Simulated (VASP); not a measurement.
These are PBE GGA, VASP's PBE PAW potentials (set 64) (plane waves; VASP) values and carry that method's errors.

The input files of a VASP run:

### KPOINTS
```
Automatic mesh
0
Gamma
4 4 1
```

**POSCAR**
```
CdSe
1
    4.3631460000     0.0000000000     0.0000000000
   -2.1815730000     3.7785950000     0.0000000000
    0.0000000000     0.0000000000    14.2838210000
Cd Se
4 4
Direct
  0.0000000000   0.0000000000   0.0000000000
  0.0000000000   0.0000000000   0.5000000000
  0.6666670000   0.3333330000   0.7501800000
  0.3333330000   0.6666670000   0.2501800000
  0.0000000000   0.0000000000   0.8121600000
  0.0000000000   0.0000000000   0.3121600000
  0.6666670000   0.3333330000   0.5632900000
  0.3333330000   0.6666670000   0.0632900000
```

### INCAR
```
! general
SYSTEM  = CdSe
PREC    = Accurate
ENCUT   = 300   ! plane-wave cut-off (eV)
LREAL   = .FALSE.
LASPH   = .TRUE.   ! aspherical one-centre terms

! electronic loop
EDIFF   = 1E-6   ! SCF stop (eV)
NELM    = 100
ALGO    = Normal   ! blocked Davidson
LMAXMIX = 4

! smearing
ISMEAR  = 0
SIGMA   = 0.136   ! width (eV)

! functional
GGA     = PE   ! PBE

! ions
IBRION  = 2   ! conjugate gradients
NSW     = 50   ! most ionic steps
ISIF    = 3
EDIFFG  = -0.01   ! ionic stop

! output
LWAVE   = .FALSE.
LCHARG  = .FALSE.
```

POTCAR, in this order: Cd Se (PBE.64 set). Program: vasp_std.

The run wrote:

### OUTCAR
```
 ion  position               nearest neighbor table
   1  0.000  0.000  0.000-   8 2.68   8 2.68   8 2.68   5 2.68
   2  0.000  0.000  0.500-   7 2.68   7 2.68   7 2.68   6 2.68
   3  0.667  0.333  0.750-   7 2.67   5 2.67   5 2.67   5 2.67
   4  0.333  0.667  0.250-   8 2.67   6 2.67   6 2.67   6 2.67
   5  0.000  0.000  0.812-   3 2.67   3 2.67   3 2.67   1 2.68
   6  0.000  0.000  0.312-   4 2.67   4 2.67   4 2.67   2 2.68
   7  0.667  0.333  0.563-   3 2.67   2 2.68   2 2.68   2 2.68
   8  0.333  0.667  0.063-   4 2.67   1 2.68   1 2.68   1 2.68
  LATTYP: Found a hexagonal cell.
 ALAT       =     4.3631460000
 C/A-ratio  =     3.2737435328
 Subroutine PRICEL returns:
 Original cell was already a primitive cell.
 Subroutine GETGRP returns: Found 12 space group operations
The static configuration has the point symmetry C_3v.
 The point group associated with its full space group is C_6v.
The dynamic configuration has the point symmetry C_3v.
 Subroutine INISYM returns: Found 12 space group operations
 Subroutine IBZKPT returns following result:
 Found      4 irreducible k-points:

 Following reciprocal coordinates:
            Coordinates               Weight
  0.000000  0.000000  0.000000      1.000000
  0.250000 -0.000000  0.000000      6.000000
  0.500000 -0.000000  0.000000      3.000000
  0.250000  0.250000  0.000000      6.000000
   k-points           NKPTS =      4   k-points in BZ     NKDIM =      4   number of bands    NBANDS=     43
   number of dos      NEDOS =    301   number of ions     NIONS =      8
   total plane-waves  NPLWV =  65856
   dimension x,y,z NGX =    28 NGY =   28 NGZ =   84
   dimension x,y,z NGXF=    56 NGYF=   56 NGZF=  168
   ions per type =               4   4
   PREC   = accura    normal or accurate (medium, high low for compatibility)
   ISTART =      0    job   : 0-new  1-cont  2-samecut
   ICHARG =      2    charge: 1-file 2-atom 10-const
   ISPIN  =      1    spin polarized calculation?
   LNONCOLLINEAR =      F non collinear calculations
   LSORBIT =      F    spin-orbit coupling
...
```

OSZICAR:
```
       N       E                     dE             d eps       ncg     rms          rms(c)
DAV:   1     0.359874813010E+03    0.35987E+03   -0.25766E+04   352   0.970E+02
DAV:   2    -0.338836488158E+01   -0.36326E+03   -0.35693E+03   391   0.284E+02
DAV:   3    -0.232147901732E+02   -0.19826E+02   -0.19756E+02   402   0.650E+01
DAV:   4    -0.234292469143E+02   -0.21446E+00   -0.21407E+00   389   0.630E+00
DAV:   5    -0.234317841063E+02   -0.25372E-02   -0.25364E-02   400   0.631E-01    0.123E+01
DAV:   6    -0.219228968531E+02    0.15089E+01   -0.33365E+00   383   0.121E+01    0.960E+00
DAV:   7    -0.218672196630E+02    0.55677E-01   -0.15541E+00   353   0.470E+00    0.264E+00
DAV:   8    -0.218426430117E+02    0.24577E-01   -0.21873E-01   359   0.313E+00    0.590E-01
DAV:   9    -0.218437069522E+02   -0.10639E-02   -0.24596E-02   381   0.123E+00    0.222E-01
DAV:  10    -0.218438295122E+02   -0.12256E-03   -0.19887E-03   378   0.381E-01    0.896E-02
DAV:  11    -0.218440746697E+02   -0.24516E-03   -0.38368E-04   359   0.873E-02    0.357E-02
DAV:  12    -0.218441102144E+02   -0.35545E-04   -0.40961E-05   394   0.349E-02    0.135E-02
DAV:  13    -0.218441168670E+02   -0.66525E-05   -0.18700E-05   362   0.278E-02    0.314E-03
DAV:  14    -0.218441171540E+02   -0.28704E-06   -0.17625E-06   298   0.925E-03
   1 F= -.21844117E+02 E0= -.21843922E+02  d E =-.218441E+02
       N       E                     dE             d eps       ncg     rms          rms(c)
DAV:   1    -0.221477986720E+02   -0.30368E+00   -0.67787E+00   353   0.194E+01    0.416E+00
DAV:   2    -0.218899469354E+02    0.25785E+00   -0.67932E-01   350   0.701E+00    0.139E+00
DAV:   3    -0.218615196127E+02    0.28427E-01   -0.69676E-02   370   0.157E+00    0.126E+00
DAV:   4    -0.218553800069E+02    0.61396E-02   -0.80807E-03   362   0.365E-01    0.231E-01
DAV:   5    -0.218546608966E+02    0.71911E-03   -0.29570E-03   386   0.415E-01    0.676E-02
DAV:   6    -0.218546832660E+02   -0.22369E-04   -0.26904E-04   364   0.964E-02    0.226E-02
DAV:   7    -0.218546874834E+02   -0.42174E-05   -0.86035E-06   400   0.133E-02    0.535E-03
DAV:   8    -0.218546883124E+02   -0.82903E-06   -0.16395E-06   247   0.742E-03
   2 F= -.21854688E+02 E0= -.21854330E+02  d E =-.105712E-01
       N       E                     dE             d eps       ncg     rms          rms(c)
DAV:   1    -0.218644164778E+02   -0.97290E-02   -0.21083E-01   362   0.337E+00    0.702E-01
DAV:   2    -0.218561997615E+02    0.82167E-02   -0.22388E-02   356   0.127E+00    0.231E-01
DAV:   3    -0.218553425800E+02    0.85718E-03   -0.23075E-03   367   0.281E-01    0.208E-01
DAV:   4    -0.218552135161E+02    0.12906E-03   -0.22549E-04   359   0.633E-02    0.333E-02
DAV:   5    -0.218551963008E+02    0.17215E-04   -0.10807E-04   381   0.819E-02    0.155E-02
DAV:   6    -0.218551990345E+02   -0.27337E-05   -0.91468E-06   367   0.184E-02    0.455E-03
DAV:   7    -0.218551988053E+02    0.22913E-06   -0.17957E-07   190   0.214E-03
   3 F= -.21855199E+02 E0= -.21854876E+02  d E =-.110817E-01
       N       E                     dE             d eps       ncg     rms          rms(c)
DAV:   1    -0.218560855023E+02   -0.88647E-03   -0.44218E-02   344   0.103E+00    0.143E-01
DAV:   2    -0.218558465367E+02    0.23897E-03   -0.18298E-03   400   0.236E-01    0.660E-02
DAV:   3    -0.218557438771E+02    0.10266E-03   -0.12408E-04   370   0.653E-02    0.398E-02
DAV:   4    -0.218557151550E+02    0.28722E-04   -0.50211E-05   389   0.415E-02    0.116E-02
DAV:   5    -0.218557149520E+02    0.20296E-06   -0.70144E-06   353   0.163E-02
   4 F= -.21855715E+02 E0= -.21855398E+02  d E =-.516147E-03
       N       E                     dE             d eps       ncg     rms          rms(c)
DAV:   1    -0.218567827333E+02   -0.10676E-02   -0.95109E-02   344   0.151E+00    0.210E-01
DAV:   2    -0.218562727078E+02    0.51003E-03   -0.39395E-03   400   0.346E-01    0.965E-02
DAV:   3    -0.218560513825E+02    0.22133E-03   -0.26742E-04   370   0.958E-02    0.583E-02
DAV:   4    -0.218559878825E+02    0.63500E-04   -0.10816E-04   389   0.609E-02    0.171E-02
DAV:   5    -0.218559871295E+02    0.75300E-06   -0.15093E-05   369   0.238E-02    0.894E-03
DAV:   6    -0.218559875866E+02   -0.45709E-06   -0.90026E-07   198   0.557E-03
   5 F= -.21855988E+02 E0= -.21855678E+02  d E =-.788781E-03
       N       E                     dE             d eps       ncg     rms          rms(c)
DAV:   1    -0.218560992252E+02   -0.11210E-03   -0.78717E-02   347   0.129E+00    0.773E-02
DAV:   2    -0.218561281003E+02   -0.28875E-04   -0.99549E-04   384   0.158E-01    0.283E-02
DAV:   3    -0.218561167257E+02    0.11375E-04   -0.21951E-05   394   0.258E-02    0.186E-02
DAV:   4    -0.218561111089E+02    0.56168E-05   -0.88341E-06   381   0.178E-02    0.597E-03
DAV:   5    -0.218561105569E+02    0.55198E-06   -0.14694E-06   216   0.716E-03
   6 F= -.21856111E+02 E0= -.21855800E+02  d E =-.122970E-03
       N       E                     dE             d eps       ncg     rms          rms(c)
DAV:   1    -0.218561181441E+02   -0.70352E-05   -0.11173E-02   344   0.486E-01    0.295E-02
DAV:   2    -0.218561225976E+02   -0.44535E-05   -0.14244E-04   384   0.593E-02    0.105E-02
DAV:   3    -0.218561208050E+02    0.17926E-05   -0.30203E-06   317   0.982E-03    0.694E-03
DAV:   4    -0.218561196432E+02    0.11618E-05   -0.15065E-06   201   0.727E-03    0.224E-03
DAV:   5    -0.218561194594E+02    0.18380E-06   -0.33848E-07   181   0.325E-03
   7 F= -.21856119E+02 E0= -.21855809E+02  d E =-.131873E-03
```

File OUTCAR:
```
------------------------ aborting loop because EDIFF is reached ----------------------------------------
  FORCE on cell =-STRESS in cart. coord.  units (eV):
  Direction    XX          YY          ZZ          XY          YZ          ZX
  --------------------------------------------------------------------------------------
  Total        0.0122455      0.0122455     -0.0469853      0.0000000      0.0000000     -0.0000000
  in kB        0.0819267      0.0819267     -0.3143477      0.0000000      0.0000000     -0.0000000
  external PRESSURE =      -0.0501648 kB  Pullay stress =       0.0000000 kB
  volume of cell :      239.48
      direct lattice vectors                 reciprocal lattice vectors
     4.394511659  0.000000000 -0.000000000     0.227556570  0.131379857  0.000000000
    -2.197255829  3.805758451  0.000000000     0.000000000  0.262759713  0.000000000
    -0.000000000 -0.000000000 14.318935306     0.000000000  0.000000000  0.069837595
  FREE ENERGIE OF THE ION-ELECTRON SYSTEM (eV)
  ---------------------------------------------------
  free  energy   TOTEN  =       -21.8561194594 eV

  energy  without entropy=      -21.8554976083  energy(sigma->0) =      -21.85580853

 reached required accuracy - stopping structural energy minimisation
```
(Selected blocks of OUTCAR.)

CONTCAR:
```
CdSe
   1.00000000000000
     4.3945116586437827    0.0000000000000000   -0.0000000000000000
    -2.1972558293218913    3.8057584512290896    0.0000000000000000
    -0.0000000000000000   -0.0000000000000000   14.3189353056285515
  Cd              Se
     4     4
Direct
     0.0000000000000000    0.0000000000000000    0.0001807564592765
     0.0000000000000000    0.0000000000000000    0.5001807564592765
     0.6666669999999968    0.3333330000000032    0.7502266177849162
     0.3333330000000032    0.6666669999999968    0.2502266177849162
     0.0000000000000000    0.0000000000000000    0.8127774134763165
     0.0000000000000000    0.0000000000000000    0.3127774134763167
     0.6666669999999968    0.3333330000000032    0.5624452122794917
     0.3333330000000032    0.6666669999999968    0.0624452122794918
```

At this cut-off the stress carries a Pulay error, which pulls relaxed volumes low.

The structure was generated: CdSe was put into an ordered model structure, which need not be its known phase. This run relaxes it. Symmetry was kept, so distortions that lower it aren't found. The k-mesh is coarse (spacing up to 0.44 per Å, 2π included), so the numbers may not be converged in it. The run is one of a series of settings (EDIFFG = -0.01, IBRION = 2, ISIF = 3, NSW = 50 against the base run), some of them coarse on purpose.
